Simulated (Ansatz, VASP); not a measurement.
## NiTe2: VASP beside Ansatz

One calculation is typed for both programs; each brings its own data sets. How far apart do they land? The cell is taken from a series of runs on this material, whose earlier steps may have relaxed, scaled, displaced or heated it; both programs get it as it stands.

Program: Ansatz 0.2.0. Level of theory: plane waves, with VASP 6.6.1 beside it; single point at PBEsol. Results are calculated unless marked as measured.

## (1) The structure

The cell holds 3 atoms: 1 Ni and 2 Te. Cell: a = 3.680 Å, b = 3.680 Å, c = 20.000 Å, α = 90.0°, β = 90.0°, γ = 120.0°. It derives from NiTe2. Vacuum lies along c.

## (2) Ansatz: single point, PBEsol

Ansatz runs on its PAW soft_1 files.

With cell and atoms fixed, the geometry can't cause a difference; cores, projectors, grids and the points listed under the comparison can.

input.yaml

```yaml
crystal:
  lattice:
    - [3.68, 0.0, 0.0]
    - [-1.84, 3.18697, 0.0]
    - [0.0, 0.0, 20.0]
  atoms:
    - { symbol: Ni, position: [0.0, 0.0, 0.5] }
    - { symbol: Te, position: [0.333333, 0.666667, 0.5828] }
    - { symbol: Te, position: [0.666667, 0.333333, 0.4172] }
  periodic: [true, true, false]
kpoints:
  mp_grid: { grid: [6, 6, 1] }
hamiltonian:
  xc: pbesol
  pseudopotentials: { kind: paw, azcp: { folder: soft_1 }, xc_functional: pbe }
scf:
  occupations: { method: gaussian, width: 0.1 }
output:
  forces: true
  stress: true
  eigenvalues: true
```

Started as:

```sh
ansatz run input.yaml --threads 8 --pin off --max-ram 16384MiB --backend cpu --events-out ev --progress --plain --runs-dir out
```

Numbers of over 12 decimals in the logs are rounded to 6 here.

What it wrote:

```text
Warning: crystal.periodic: the lattice vector that does not repeat stood 0.000° off the slab's normal, 20.000 Å along it as the deck builds it. The run solves the slab on a vector along the normal, 30.424 Å long, with every atom where it was (on the deck's vector they left 16.69 Å outside them, and the widest stretch free of ions among them is 1.66 Å). A fractional position that the run reports is one of the run's ce [...]
Warning: the atoms were moved onto the symmetric positions of the space group found under crystal.symmetry.tolerance 1.0e-5 (fractional; no operation is sought that the atoms, as they stand in a round, miss by more than twice it, and no atom is moved by as much as it), and the run uses the moved positions. Before a round's move an operation carried an atom to 3.68e-6 Å from where it should land, the largest such dist [...]
crystal.periodic: the lattice vector that does not repeat stood 0.000° off the slab's normal, 20.000 Å along it as the deck builds it. The run solves the slab on a vector along the normal, 30.424 Å long, with every atom where it was (on the deck's vector they left 16.69 Å outside them, and the widest stretch free of ions among them is 1.66 Å). A fractional position that the run reports is one of the run's cell, which [...]
Engine: ansatz 0.2.0, aarch64-unknown-linux-gnu
Pseudopotentials: kind: paw
Pseudopotential: Ni, paw, valence charge 18, recommended cutoff 420 eV (normal), soft_1/Ni.paw.azcp
Pseudopotential: Te, paw, valence charge 16, recommended cutoff 420 eV (normal), soft_1/Te.paw.azcp
Functional definition: PBEsol
  exchange = pbesol_x
  correlation = pbesol_c
Crystal: 3 atoms, lattice volume = 356.814 Å³
Basis set: ecut = 420 eV, 6989 PW (Γ), exchange–correlation on 50×50×432 points (8 copies of the dense FFT grid, shifted against one another)
Bands: 30, of which v1, the nominal top of the filled ones, is band 25 counted from 1 (24 counted from 0)
Symmetry: 12 space group operations
Space group: P-3m1 (ITA 164), of the structure as read, at distance tolerance 7.1e-5 Å
k-points: 7 of 36
Non-local potential: Ni, projectors of the file, l = 0: 3, l = 1: 2, l = 2: 3, l = 3: 1
Non-local potential: Te, projectors of the file, l = 0: 2, l = 1: 2, l = 2: 2, l = 3: 1
PAW form: soft (Blöchl's): semilocal exchange-correlation on the pseudo side does not see the compensation charge
PAW frozen core: Ni, regenerated for the run's functional, and the local potential with it (the file was generated under x = pbe(κ = 0.804, μ = 0.219515), c = pbe(β = 0.066725))
PAW frozen core: Te, regenerated for the run's functional, and the local potential with it (the file was generated under x = pbe(κ = 0.804, μ = 0.219515), c = pbe(β = 0.066725))
PAW one-centre angular grid: Ni, 590 points (default); XC on 64 Gauss nodes
PAW one-centre angular grid: Te, 590 points (default); XC on 64 Gauss nodes
Initial density: superposition of atomic densities (neutral atoms: chi_scale 0, normalization atom)
Initial wavefunctions: pseudopotential atomic-orbital guess
Functional: x = pbesol(κ = 0.804, μ = 0.123457), c = pbesol(β = 0.046)
SCF iter   1: F=—  HF=-19610.073024 eV  |F-HF|=—  |Δ(HF+E_count)|=         —  Δρ=6.28e-2  dr2=1.73e1  ethr=3.10e-3  ⟨swp⟩=17.3  Hψ=1494  notcnv=0
preconditioner: auto → LDOS  [insulator: Δε(μ)=0.135 eV  Ē_g=8.164 eV  σ=0.100 eV  W_gap=0.59  n_scr=18 (ndim 8)  ℏωp=9.2 eV  f_vac=0.753  D(μ)=4.02/eV (n_scr^D=12)  ε∞_Penn≈2.3  β→1.0]
SCF iter   2: F=—  HF=-19607.983935 eV  |F-HF|=—  |Δ(HF+E_count)|=    2.09e0  Δρ=1.36e-2  dr2=1.00e0  ethr=3.10e-3  ⟨swp⟩=4.7  Hψ=519  notcnv=0  defer=4
SCF iter   3: F=—  HF=-19608.227809 eV  |F-HF|=—  |Δ(HF+E_count)|=   2.44e-1  Δρ=2.63e-2  dr2=1.48e0  ethr=2.01e-3  ⟨swp⟩=4.0  Hψ=536  notcnv=0  defer=5
SCF iter   4: F=—  HF=-19608.048663 eV  |F-HF|=—  |Δ(HF+E_count)|=   1.79e-1  Δρ=8.40e-3  dr2=1.74e-1  ethr=2.01e-3  ⟨swp⟩=3.1  Hψ=391  notcnv=0  defer=5
SCF iter   5: F=—  HF=-19608.048575 eV  |F-HF|=—  |Δ(HF+E_count)|=   8.81e-5  Δρ=1.34e-3  dr2=4.63e-3  ethr=3.49e-4  ⟨swp⟩=2.9  Hψ=386  notcnv=0  defer=5
SCF iter   6: F=—  HF=-19608.050985 eV  |F-HF|=—  |Δ(HF+E_count)|=   2.41e-3  Δρ=2.48e-4  dr2=5.42e-4  ethr=9.26e-6  ⟨swp⟩=3.6  Hψ=385  notcnv=0  defer=5
SCF iter   7: F=—  HF=-19608.051058 eV  |F-HF|=—  |Δ(HF+E_count)|=   7.32e-5  Δρ=1.17e-4  dr2=3.58e-5  ethr=1.08e-6  ⟨swp⟩=2.9  Hψ=317  notcnv=0  defer=5
SCF iter   8: F=—  HF=-19608.051100 eV  |F-HF|=—  |Δ(HF+E_count)|=   4.21e-5  Δρ=4.31e-5  dr2=6.65e-6  ethr=7.16e-8  ⟨swp⟩=3.1  Hψ=376  notcnv=0  defer=5
SCF iter   9: F=—  HF=-19608.051102 eV  |F-HF|=—  |Δ(HF+E_count)|=   1.46e-6  Δρ=1.70e-5  dr2=1.07e-6  ethr=1.33e-8  ⟨swp⟩=2.0  Hψ=306  notcnv=0  defer=5
SCF iter  10: F=-19608.051102 eV  HF=-19608.051102 eV  |F-HF|=5.60e-9  |Δ(HF+E_count)|=   2.09e-7  Δρ=2.67e-6  dr2=2.34e-8  ethr=2.00e-10  ⟨swp⟩=14.6  Hψ=1367  notcnv=0
SCF 1 converged in 10 iterations: F = -19608.051102 eV  dr2 = 2.34e-8
  greatest PAW one-centre occupation: 1.001 electrons in one spin orbital (limit 2), on the Ni atom at site 0 (counted from 0), in its partial waves of l = 1
SCF converged after 10 iterations
Free energy (F): -19608.051102 eV
Harris-Foulkes:  -19608.051102 eV  (|F-HF|=5.60e-9)
Internal energy: -19608.031276 eV  (E = F + TS)
E sigma→0 (E₀):  -19608.041189 eV
Entropy (-TS):   -0.019826 eV (-6.609 meV/atom)
Fermi energy:    -4.684590 eV
--- Per-component energies (eV) ---
  E_band       = -1646.418324
  E_kinetic    = 680.100482
  E_local      = -122310.841126  (includes V_loc(G=0)·N_el)
  E_nonlocal   = 20.556861
  E_hartree    = 60848.431992
  E_xc         = -352.500086
  E_vxc        = -345.488329  (∫ρ·V_xc dr)
  E_paw        = -10808.212917  (= ΣΔE_a)
  E_vpaw       = -1387.624001  (= ΣTr[D̂ρ^β])
  E_aug_tail   = 0.001025  (compensation charges beyond the density's cutoff)
  E_ewald      = 52313.485583
  E_core_change = 0.946912  (= ΣΔE_core)
  E_smearing   = -0.019826  (= −TS)
  E_closure    = -0.000000  (closes the sum)
  Σ components = -19608.051102   (vs F -19608.051102, Δ=0.00e0)
--- Forces (eV/Å), atoms counted from 1 ---
  atom   1  Ni     0.00000000     0.00000000     0.00000000
  atom   2  Te    -0.00000000     0.00000000    -1.57301225
  atom   3  Te     0.00000000    -0.00000000     1.57301225
  max |Σ_I F_I| component: 4.63e-18 eV/Å
--- 2D stress c σ (N/m, compression-positive) ---
       -5.353183       0.000000       0.000000
        0.000000      -5.353183       0.000000
        0.000000       0.000000       0.000000
  P = ½ c Tr σ = -5.3532 N/m
--- Band table (eV; the first three rows and the last of 7) ---
  k-point 0: bands = [... 21 lower, -6.3623, -6.2882, -3.5412, -3.5412, -2.7343, -2.7343, -0.8857 (-0.8864°), -0.3211, ... 1 higher]
  k-point 1: bands = [... 21 lower, -6.4423, -5.8595, -5.1082, -4.2537, -4.0995, -3.0268, -0.3918 (-0.3928°), 0.0230, ... 1 higher]
  k-point 2: bands = [... 21 lower, -6.5397, -6.4225, -5.8388, -5.0787, -4.4200, -3.4070, -1.0073, 0.4250, ... 1 higher]
  k-point 6: bands = [... 21 lower, -7.2544, -6.2552, -5.9090, -5.9090, -4.5816, -4.5816, -1.0752, 1.0679, ... 1 higher]
  ° read free of the cell's end (the report's vacuum.weakly_bound_levels)
```

## (3) VASP: single point, PBEsol

The same cell, functional, mesh and smearing now go to VASP, with its own data sets.

Lines of VASP's logs that name or quote its potential files are left out, and so is its time.

INCAR

```
SYSTEM = NiTe2
PREC = Accurate
ENCUT = 520
EDIFF = 1E-06
NELM = 120
ISMEAR = 0
SIGMA = 0.1
LREAL = .FALSE.
ALGO = Normal
GGA = PS
NBANDS = 17
LASPH = .TRUE.
LORBIT = 11
LWAVE = .FALSE.
LCHARG = .FALSE.
ISIF = 2
LDIPOL = .TRUE.
IDIPOL = 3
DIPOL = 0.5 0.5 0.5
LVHAR = .TRUE.
GGA_COMPAT = .FALSE.
NELMDL = -8
```

POSCAR

```
NiTe2
1.0
    3.6800000000      0.0000000000      0.0000000000
   -1.8400000000      3.1869700000      0.0000000000
    0.0000000000      0.0000000000     20.0000000000
Ni Te
1 2
Direct
    0.0000000000      0.0000000000      0.5000000000
    0.3333330000      0.6666670000      0.5828000000
    0.6666670000      0.3333330000      0.4172000000
```

KPOINTS

```
Automatic mesh
0
Gamma
6 6 1
0 0 0
```

The projector-augmented-wave data sets are Ni and Te (PBE family, release 64).

Started as:

```sh
mpirun -np 1 vasp_std
```

What it wrote:

```text
[banner, memory and clock lines left out]
running    1 mpi-ranks, on    1 nodes
 distrk:  each k-point on    1 cores,    1 groups
 distr:  one band on    1 cores,    1 groups

 POSCAR found type information on POSCAR NiTe
 POSCAR found :  2 types and       3 ions
|                                                                             |
|               ----> ADVICE to this user running VASP <----                  |
|                                                                             |
|     You enforced a specific xc type in the INCAR file but a different       |
|     [... a line on the potential file left out ...]
|     I HOPE YOU KNOW WHAT YOU ARE DOING!                                     |
|                                                                             |

 LDA part: xc-table for (Slater+PW92), standard interpolation
 POSCAR, INCAR and KPOINTS ok, starting setup
 FFT: planning ... GRIDC
 FFT: planning ... GRID_SOFT
 FFT: planning ... GRID
 WAVECAR not read
 entering main loop
       N       E                     dE             d eps       ncg     rms          rms(c)
DAV:   1     0.127753628279E+03    0.12775E+03   -0.73574E+03   238   0.966E+02
DAV:   2    -0.303946709664E+01   -0.13079E+03   -0.12521E+03   308   0.208E+02
DAV:   3    -0.140919877056E+02   -0.11053E+02   -0.10940E+02   284   0.617E+01
DAV:   4    -0.144924189542E+02   -0.40043E+00   -0.39983E+00   359   0.124E+01
DAV:   5    -0.144969333499E+02   -0.45144E-02   -0.45144E-02   353   0.126E+00
DAV:   6    -0.144970441013E+02   -0.11075E-03   -0.11075E-03   369   0.135E-01
DAV:   7    -0.144970469055E+02   -0.28042E-05   -0.28042E-05   362   0.214E-02
DAV:   8    -0.144970469753E+02   -0.69767E-07   -0.69662E-07   295   0.287E-03    0.148E+01
DAV:   9    -0.219468825096E+02   -0.74498E+01   -0.47772E+01   261   0.139E+02    0.275E+01
DAV:  10    -0.145077932547E+02    0.74391E+01   -0.10445E+01   297   0.605E+01    0.106E+01
DAV:  11    -0.132658125128E+02    0.12420E+01   -0.67806E+00   317   0.575E+01    0.581E+00
DAV:  12    -0.130780840641E+02    0.18773E+00   -0.13526E+00   275   0.186E+01    0.198E+00
DAV:  13    -0.130797113850E+02   -0.16273E-02   -0.79408E-02   291   0.231E+00    0.153E+00
DAV:  14    -0.130742170263E+02    0.54944E-02   -0.75672E-03   285   0.151E+00    0.756E-01
[...]
DAV:  20    -0.130726512462E+02   -0.47110E-04   -0.78543E-06   268   0.209E-02    0.272E-02
DAV:  21    -0.130727018795E+02   -0.50633E-04   -0.96647E-06   269   0.535E-02    0.254E-03
DAV:  22    -0.130727083280E+02   -0.64486E-05   -0.21087E-06   237   0.937E-03    0.365E-03
DAV:  23    -0.130727158244E+02   -0.74964E-05   -0.88252E-07   220   0.449E-03    0.415E-03
DAV:  24    -0.130727177186E+02   -0.18942E-05   -0.98134E-08   249   0.286E-03    0.162E-03
DAV:  25    -0.130727215251E+02   -0.38065E-05   -0.33636E-07   214   0.636E-03    0.153E-03
DAV:  26    -0.130727232349E+02   -0.17098E-05   -0.58334E-08   206   0.287E-03    0.770E-04
DAV:  27    -0.130727240390E+02   -0.80406E-06   -0.20223E-08   210   0.642E-04
   1 F= -.13072724E+02 E0= -.13062801E+02  d E =-.198451E-01
```

OUTCAR, selected parts (step 3):

```text
ion  position               nearest neighbor table
   1  0.000  0.000  0.500-   2 2.69   3 2.69   2 2.69   3 2.69   3 2.69   2 2.69
   2  0.333  0.667  0.583-   1 2.69   1 2.69   1 2.69
   3  0.667  0.333  0.417-   1 2.69   1 2.69   1 2.69

  LATTYP: Found a hexagonal cell.
 ALAT       =     3.6800000000
 C/A-ratio  =     5.4347826087

 Subroutine GETGRP returns: Found 12 space group operations
 (whereof 12 operations were pure point group operations)

The static configuration has the point symmetry D_3d.

 Found      7 irreducible k-points:

   k-points           NKPTS =      7   k-points in BZ     NKDIM =      7   number of bands    NBANDS=     17

   dimension x,y,z NGX =    28 NGY =   28 NGZ =  150
   dimension x,y,z NGXF=    56 NGYF=   56 NGZF=  300

   ENCUT  =  520.0 eV  38.22 Ry    6.18 a.u.   6.84  6.84 37.19*2*pi/ulx,y,z

   NELECT =      22.0000    total number of electrons

 k-points in reciprocal lattice and weights: Automatic mesh
   0.00000000  0.00000000  0.00000000       0.028
   0.16666667  0.00000000  0.00000000       0.167
   0.33333333  0.00000000  0.00000000       0.167
   0.50000000  0.00000000  0.00000000       0.083
   0.16666667  0.16666667  0.00000000       0.167
   0.33333333  0.16666667  0.00000000       0.333
   0.33333333  0.33333333  0.00000000       0.056

 dipolmoment           0.000000      0.000000     -0.000000 electrons x Angstroem

 average (electrostatic) potential at core
       1 -92.2772       2 -95.4834       3 -95.4834

 E-fermi :  -1.0605

 k-point     1 :       0.0000    0.0000    0.0000
  band No.  band energies     occupation
    ...
      5      -3.6293      2.00000
      6      -2.8669      2.00000
      7      -2.8669      2.00000
      8      -2.7408      2.00000
      9      -2.6492      2.00000
     10       0.1010      0.00000
     11       0.1010      0.00000
     12       0.8966      0.00000
     13       0.8966      0.00000
     14       2.7469      0.00000
    ...

 k-point     2 :       0.1667    0.0000    0.0000
  band No.  band energies     occupation
    ...
      6      -3.2099      2.00000
      7      -2.8996      2.00000
      8      -2.8194      2.00000
      9      -2.2188      2.00000
     10      -1.4764      2.00000
     11      -0.6277      0.00000
     12      -0.4608      0.00000
     13       0.6047      0.00000
     14       3.2353      0.00000
     15       3.7140      0.00000
    ...

 k-point     3 :       0.3333    0.0000    0.0000
  band No.  band energies     occupation
    ...
      7      -2.9284      2.00000
      8      -2.9150      2.00000
      9      -2.7986      2.00000
     10      -2.2190      2.00000
     11      -1.4417      2.00000
     12      -0.7975      0.00020
     13       0.2221      0.00000
     14       2.6376      0.00000
     15       4.0490      0.00000
     16       4.3952      0.00000
    ...

  Total       -3.9092006     -3.9091920     -5.1562837      0.0000000      0.0000000      0.0000000
  in kB      -26.7019359    -26.7018775    -35.2201820      0.0000000      0.0000000      0.0000000
  external PRESSURE =     -29.5413318 kB  Pullay stress =       0.0000000 kB

  energy-cutoff  :      520.00
  volume of cell :      234.56
      direct lattice vectors                 reciprocal lattice vectors
     3.680000000  0.000000000  0.000000000     0.271739130  0.156888832  0.000000000
    -1.840000000  3.186970000  0.000000000     0.000000000  0.313777663  0.000000000
     0.000000000  0.000000000 20.000000000     0.000000000  0.000000000  0.050000000

 POSITION                                       TOTAL-FORCE (eV/Angst)
 -----------------------------------------------------------------------------------
      0.00000      0.00000     10.00000         0.000000      0.000000      0.000000
     -0.00000      2.12465     11.65600         0.000000      0.000000     -1.554709
      1.84000      1.06232      8.34400        -0.000000     -0.000000      1.554709
 -----------------------------------------------------------------------------------
    total drift:                               -0.000000      0.000000      0.000000

  FREE ENERGIE OF THE ION-ELECTRON SYSTEM (eV)
  ---------------------------------------------------
  free  energy   TOTEN  =       -13.0727240390 eV

  energy  without entropy=      -13.0528789068  energy(sigma->0) =      -13.06280147

 vacuum level on the upper side and lower side of the slab         3.637         3.637

 total charge
# of ion       s       p       d       tot
------------------------------------------
    1        0.392   0.390   8.324   9.106
    2        1.400   1.837   0.036   3.274
    3        1.400   1.837   0.036   3.274
--------------------------------------------------
tot          3.193   4.064   8.396  15.653

[... 3 further parts left out ...]
```

The run ends at a pressure of -2.95 GPa, with forces up to 1.6 eV/Å.

## (4) Differences

Known differences besides the potentials themselves: Ansatz cuts the interaction across the vacuum, VASP repeats the sheet with a dipole correction; the data sets hold 50 valence electrons in Ansatz (on its PAW soft_1 files) and 22 in VASP; the cutoff is 420 eV in Ansatz and 520 eV in VASP; Ansatz makes its cores anew for this functional, VASP keeps those of its PBE data sets. Total energies have different zeros and are not compared.

Forces (eV/Å; atoms numbered as in POSCAR):

```csv
atom,"Ansatz x, y, z","VASP x, y, z"
Ni1,"0.000, 0.000, 0.000","0.000, 0.000, 0.000"
Te2,"0.000, 0.000, -1.573","0.000, 0.000, -1.555"
Te3,"0.000, 0.000, 1.573","0.000, 0.000, 1.555"
```

The forces differ by 8.6 meV/Å r.m.s., which is 1.2 % of the r.m.s. force of 0.733 eV/Å (both taken over all components). With vacuum in the cell, a pressure given here is an average over mostly empty space and none of the material.

## (5) Results

```json
{
 "r.m.s. force difference (single point, PBEsol)": "1.2 % of the r.m.s. force"
}
```

**Reading.** The r.m.s. force difference is 1.2 % of the r.m.s. force (single point, PBEsol), within the 3 % picked in this series as the mark of a large difference. The data sets hold unlike numbers of valence electrons (50 in Ansatz and 22 in VASP), so part of the differences comes from the potentials. Such differences can come from data sets, numerical settings and the points named under the comparisons, not from the functional's error against experiment.

[Lines on the potential files, build, host, timing and source positions are cut from VASP's logs without a mark.]

[Logs are printed without paths, hosts, clocks, repeated set-up lines and the standing remarks that a program may print on its own settings, such as how far it seeks lower states.]

[Hosts, paths, dates, database ids (printed as entryN), source tags and the programs' standing remarks are cut or masked in the printed files.]
